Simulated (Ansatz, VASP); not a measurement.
# Cross-check of SbP between VASP and Ansatz, part 2 of 2

Aim: how closely do two programs agree when they are given the same cell, functional and k mesh? The cell is generated by rule, not measured, and may not be a known phase. The cell is taken from a series of runs on this material, whose earlier steps may have relaxed, scaled, displaced or heated it; both programs get it as it stands.

VASP 6.6.1 and Ansatz 0.2.0.

So far: The structure; Ansatz: relaxation of cell and atoms, PBEsol, pair 1; VASP: relaxation of cell and atoms, PBEsol, pair 1; Comparison.

**5. VASP: relaxation of cell and atoms, PBEsol, pair 2**

Level of this step: PBEsol; plane waves and PAW (Sb, P); invented cell (VASP).

The relaxed volume is the usual yardstick between codes: in a stiff, nearly cubic crystal its relative difference is about their pressure difference at one cell divided by the bulk modulus. Its start cell is another than that of the pair before, and may be another structure of the material.

The input, INCAR:

```
SYSTEM = SbP
PREC = Accurate
ENCUT = 500
EDIFF = 1E-07
NELM = 120
ISMEAR = 1
SIGMA = 0.15
LREAL = .FALSE.
ALGO = Normal
GGA = PS
NBANDS = 11
LORBIT = 11
LWAVE = .FALSE.
LCHARG = .FALSE.
ISIF = 3
IBRION = 2
NSW = 80
EDIFFG = -0.005
LASPH = .TRUE.
GGA_COMPAT = .FALSE.
NELMIN = 4
KPAR = 2
```

The input, POSCAR:

```
SbP
1.0
    1.9628200000      1.1332350000      3.3530670000
   -1.9628200000      1.1332350000      3.3530670000
    0.0000000000     -2.2664700000      3.3530670000
Sb P
1 1
Direct
    0.9928872084      0.9928872084      0.9928872084
    0.5241552485      0.5241552485      0.5241552485
```

The input, KPOINTS:

```
Automatic mesh
0
Gamma
12 12 12
0 0 0
```

The projector-augmented-wave data sets are Sb and P (PBE family, release 64).

On the command line:

```sh
$ mpirun -np 2 vasp_std
```

Numbers of over 12 decimals in the logs are rounded to 6 here.

What it wrote:

```text
[banner, memory and clock lines left out]
running    2 mpi-ranks, on    1 nodes
[...]
[... a notice as in an earlier step ...]

 LDA part: xc-table for (Slater+PW92), standard interpolation
 POSCAR, INCAR and KPOINTS ok, starting setup
[...]
entering main loop
       N       E                     dE             d eps       ncg     rms          rms(c)
DAV:   1     0.244835903670E+02    0.24484E+02   -0.37492E+03  4174   0.694E+02
DAV:   2    -0.888679480670E+01   -0.33370E+02   -0.32383E+02  5587   0.114E+02
DAV:   3    -0.103558857489E+02   -0.14691E+01   -0.14596E+01  5157   0.246E+01
DAV:   4    -0.103679864468E+02   -0.12101E-01   -0.12098E-01  4870   0.263E+00
[...]
DAV:  11    -0.102223510302E+02   -0.16525E-05   -0.13643E-05  4773   0.180E-02    0.506E-03
DAV:  12    -0.102223509031E+02    0.12705E-06   -0.10540E-06  4695   0.619E-03    0.308E-03
DAV:  13    -0.102223509347E+02   -0.31580E-07   -0.62233E-08  2817   0.155E-03
   1 F= -.10222351E+02 E0= -.10222508E+02  d E =-.102224E+02
[... from here on, the cycles between the ionic steps are left out ...]
   2 F= -.10222405E+02 E0= -.10222562E+02  d E =-.544497E-04
   3 F= -.10222451E+02 E0= -.10222608E+02  d E =-.999216E-04
   4 F= -.10222451E+02 E0= -.10222608E+02  d E =-.998978E-04
   5 F= -.10222464E+02 E0= -.10222616E+02  d E =-.132031E-04
   6 F= -.10222473E+02 E0= -.10222615E+02  d E =-.219824E-04
[...]
reached required accuracy - stopping structural energy minimisation
```

From OUTCAR (step 5):

```text
  Total        0.0037064      0.0037064     -0.0075885      0.0000000     -0.0000000      0.0000000
  in kB        0.1325154      0.1325155     -0.2713121      0.0000000     -0.0000000      0.0000000
  external PRESSURE =      -0.0020937 kB  Pullay stress =       0.0000000 kB

 POSITION                                       TOTAL-FORCE (eV/Angst)
 -----------------------------------------------------------------------------------
     -0.00000      0.00000      9.99677        -0.000000     -0.000000      0.000250
     -0.00000      0.00000      5.27349         0.000000      0.000000     -0.000250
 -----------------------------------------------------------------------------------
    total drift:                                0.000000      0.000002     -0.000066

  FREE ENERGIE OF THE ION-ELECTRON SYSTEM (eV)
  ---------------------------------------------------
  free  energy   TOTEN  =       -10.2224728149 eV

  energy  without entropy=      -10.2228984882  energy(sigma->0) =      -10.22261471

[... 1 part as in an earlier step ...]

[... 3 further parts left out ...]
[key lines of the parts left out:]
E-fermi :   8.0713
```

The run keeps the 6 symmetry operations of its start, so it cannot find a distortion of lower symmetry.

**6. Ansatz: relaxation of cell and atoms, PBEsol, pair 2**

The same cell, functional, mesh and smearing now go to Ansatz, which takes its cutoff from its data sets.

The cell is taken from a series of runs on this material, whose earlier steps may have relaxed, scaled, displaced or heated it; both programs get it as it stands.

The input, input.yaml:

```yaml
crystal:
  lattice:
    - [1.9628202708, 1.1332348117, 3.3530665843]
    - [-1.9628202708, 1.1332348117, 3.3530665843]
    - [0.0, -2.2664696235, 3.3530665843]
  atoms:
    - { symbol: Sb, position: [0.9928873742, 0.9928873742, 0.9928873742] }
    - { symbol: P, position: [0.5241553033, 0.5241553033, 0.5241553033] }
kpoints:
  mp_grid: { grid: [12, 12, 12] }
hamiltonian:
  xc: pbesol
  pseudopotentials: { kind: nc }
scf:
  occupations: { method: methfessel_paxton, width: 0.15 }
output:
  forces: true
  stress: true
  eigenvalues: true
relax:
  adjacent_minimum: "off"
  f_tol: 0.001
  max_steps: 60
  cell: { stress_tol: 0.01 }
```

On the command line:

```sh
$ ansatz run input.yaml --threads 4 --pin off --max-ram 7168MiB --backend cpu --events-out ev --progress --plain --runs-dir out
```

What it wrote:

```text
[...]
Crystal: 2 atoms, lattice volume = 44.750 Å³
Basis set: ecut = 1088.45545 eV, 3643 PW (Γ), exchange–correlation on 90×90×90 points (8 copies of the dense FFT grid, shifted against one another)
Bands: 14, of which v1, the nominal top of the filled ones, is band 10 counted from 1 (9 counted from 0)
Symmetry: 6 space group operations
[...]
k-point 188: bands = [... 6 lower, 0.8148, 8.8748, 8.8748, 10.2589, 10.7203, 10.7203, 12.0636, 18.6532]
--- Relaxed structure (2 steps of the walk, 2 accepted, 1 SCFs on fresh bases) ---
[...]
cell:  # Å, volume = 44.7543 Å³
    - [1.962726, 1.133180, 3.353709]
    - [-1.962726, 1.133180, 3.353709]
    - [0, -2.266360, 3.353709]
  atoms:
    - { symbol: Sb, position: [0.992884, 0.992884, 0.992884] }
    - { symbol: P, position: [0.524159, 0.524159, 0.524159] }
[key lines of the parts left out:]
SCF converged after 5 iterations
Free energy (F): -2658.005864 eV
Fermi energy:    10.705597 eV
P = ⅓ Tr σ = -0.0020 GPa (-0.020 kbar)
```

**7. Side by side**

What differs besides the data sets and the points named for the pairs above, as far as they apply: the data sets hold 20 valence electrons in Ansatz (on norm-conserving files, of PseudoDojo where its log says so) and 10 in VASP. Total energies have different zeros and are not compared.

Compared:

```csv
quantity,Ansatz,VASP,difference
volume (Å³),44.75,44.81,-0.13 %
"edge a after relaxation, in the typed setting (Å)",4.048,4.050,-0.04 %
```

**8. VASP: relaxation of cell and atoms, PBEsol, pair 3**

The relaxed volume is the usual yardstick between codes: in a stiff, nearly cubic crystal its relative difference is about their pressure difference at one cell divided by the bulk modulus.

INCAR is that of step 5.

The input, POSCAR:

```
SbP
1.0
   -1.9757480000      1.9757480000      2.8155420000
    1.9757480000     -1.9757480000      2.8155420000
    1.9757480000      1.9757480000     -2.8155420000
Sb P
1 1
Direct
    0.9885538912      0.9885538912      0.0000000000
    0.5302309467      0.5302309467      0.0000000000
```

The input, KPOINTS:

```
Automatic mesh
0
Gamma
14 14 14
0 0 0
```

On the command line:

```sh
$ mpirun -np 2 vasp_std
```

What it wrote:

```text
[... set-up lines as in an earlier step ...]
 entering main loop
       N       E                     dE             d eps       ncg     rms          rms(c)
DAV:   1     0.247837403944E+02    0.24784E+02   -0.38042E+03  5376   0.698E+02
DAV:   2    -0.888732530895E+01   -0.33671E+02   -0.32636E+02  7371   0.114E+02
DAV:   3    -0.103326661179E+02   -0.14453E+01   -0.14345E+01  6574   0.242E+01
DAV:   4    -0.103446368703E+02   -0.11971E-01   -0.11968E-01  6461   0.261E+00
[...]
DAV:  11    -0.101961551711E+02   -0.13293E-05   -0.12839E-05  6201   0.178E-02    0.535E-03
DAV:  12    -0.101961550185E+02    0.15258E-06   -0.99277E-07  6203   0.606E-03    0.294E-03
DAV:  13    -0.101961550460E+02   -0.27482E-07   -0.64628E-08  3611   0.146E-03
   1 F= -.10196155E+02 E0= -.10196353E+02  d E =-.101962E+02
[... from here on, the cycles between the ionic steps are left out ...]
   2 F= -.10196206E+02 E0= -.10196401E+02  d E =-.506292E-04
   3 F= -.10196249E+02 E0= -.10196445E+02  d E =-.937511E-04
   4 F= -.10196249E+02 E0= -.10196445E+02  d E =-.937251E-04
   5 F= -.10196262E+02 E0= -.10196459E+02  d E =-.128996E-04
   6 F= -.10196274E+02 E0= -.10196474E+02  d E =-.254625E-04
   7 F= -.10196276E+02 E0= -.10196479E+02  d E =-.128947E-05
 trial-energy change:   -0.000001  1 .order   -0.000001   -0.000012    0.000010
 step:   0.7393(harm=  0.7393)  dis= 0.00035  next Energy=   -10.196278 (dE=-0.334E-05)
 reached required accuracy - stopping structural energy minimisation
```

OUTCAR, selected parts (step 8):

```text
  Total        0.0087498      0.0087498     -0.0088500      0.0000000      0.0000000      0.0000000
  in kB        0.3185061      0.3185061     -0.3221533      0.0000000      0.0000000      0.0000000
  external PRESSURE =       0.1049529 kB  Pullay stress =       0.0000000 kB

 POSITION                                       TOTAL-FORCE (eV/Angst)
 -----------------------------------------------------------------------------------
      0.00000      0.00000      5.57083        -0.000000     -0.000000     -0.002640
      0.00000      0.00000      2.98302         0.000000      0.000000      0.002640
 -----------------------------------------------------------------------------------
    total drift:                               -0.000000     -0.000000     -0.000155

  FREE ENERGIE OF THE ION-ELECTRON SYSTEM (eV)
  ---------------------------------------------------
  free  energy   TOTEN  =       -10.1962755230 eV

  energy  without entropy=      -10.1968868199  energy(sigma->0) =      -10.19647929

[... 1 part as in an earlier step ...]

[... 3 further parts left out ...]
[key lines of the parts left out:]
E-fermi :   8.0823
```

**9. Ansatz: relaxation of cell and atoms, PBEsol, pair 3**

The same cell, functional, mesh and smearing now go to Ansatz, which takes its cutoff from its data sets.

The cell is taken from a series of runs on this material, whose earlier steps may have relaxed, scaled, displaced or heated it; both programs get it as it stands.

input.yaml, the sections that differ from step 6:

```yaml
crystal:
  lattice:
    - [-1.9757477131, 1.9757477131, 2.8155424473]
    - [1.9757477131, -1.9757477131, 2.8155424473]
    - [1.9757477131, 1.9757477131, -2.8155424473]
  atoms:
    - { symbol: Sb, position: [0.9885537586, 0.9885537586, 0.0] }
    - { symbol: P, position: [0.5302309216, 0.5302309216, 0.0] }
kpoints:
  mp_grid: { grid: [14, 14, 14] }
# hamiltonian, scf, output, relax: as in step 6
```

On the command line:

```sh
$ ansatz run input.yaml --threads 4 --pin off --max-ram 7168MiB --backend cpu --events-out ev --progress --plain --runs-dir out
```

What it wrote:

```text
[...]
Crystal: 2 atoms, lattice volume = 43.963 Å³
Basis set: ecut = 1088.45545 eV, 3591 PW (Γ), exchange–correlation on 90×90×90 points (8 copies of the dense FFT grid, shifted against one another)
Bands: 14, of which v1, the nominal top of the filled ones, is band 10 counted from 1 (9 counted from 0)
Symmetry: 8 space group operations
[...]
k-point 243: bands = [... 6 lower, 2.3496, 4.7938, 6.4787, 6.4787, 12.5600, 16.7844, 16.7844, 18.3475]
--- Relaxed structure (3 steps of the walk, 3 accepted, 1 SCFs on fresh bases) ---
[...]
cell:  # Å, volume = 43.9679 Å³
    - [-1.975973, 1.975973, 2.815231]
    - [1.975973, -1.975973, 2.815231]
    - [1.975973, 1.975973, -2.815231]
  atoms:
    - { symbol: Sb, position: [0.988636, 0.988636, 0] }
    - { symbol: P, position: [0.530148, 0.530148, 0] }
[key lines of the parts left out:]
SCF converged after 5 iterations
Free energy (F): -2657.978675 eV
Fermi energy:    10.757795 eV
P = ⅓ Tr σ = -0.0012 GPa (-0.012 kbar)
```

**10. Side by side**

What differs besides the data sets and the points named for the pairs above, as far as they apply: the data sets hold 20 valence electrons in Ansatz (on norm-conserving files, of PseudoDojo where its log says so) and 10 in VASP. Total energies have different zeros and are not compared.

The two programs side by side:

```csv
quantity,Ansatz,VASP,difference
volume (Å³),43.97,44.01,-0.10 %
"edge a after relaxation, in the typed setting (Å)",3.967,3.968,-0.03 %
```

**11. Summary of results**

```yaml
difference_in_volume_relaxation_of_cell_and_atoms_pbesol_pair_1: -0.18 %
difference_in_volume_relaxation_of_cell_and_atoms_pbesol_pair_2: -0.13 %
difference_in_volume_relaxation_of_cell_and_atoms_pbesol_pair_3: -0.10 %
```

What this shows: The difference in volume is -0.18 % (relaxation of cell and atoms, PBEsol, pair 1), within the 1.2 % picked in this series as the mark of a large difference, as far as the stopping tolerances let one tell. The data sets hold unlike numbers of valence electrons (20 in Ansatz and 10 in VASP), so part of the differences comes from the potentials. 5 further runs of this series are not shown here. How closely two codes agree says nothing of how well the functional describes the real material.

[Lines on the potential files, build, host, timing and source positions are cut from VASP's logs without a mark.]

[Logs are printed without paths, hosts, clocks, repeated set-up lines and the standing remarks that a program may print on its own settings, such as how far it seeks lower states.]

[Hosts, paths, dates, database ids (printed as entryN), source tags and the programs' standing remarks are cut or masked in the printed files.]
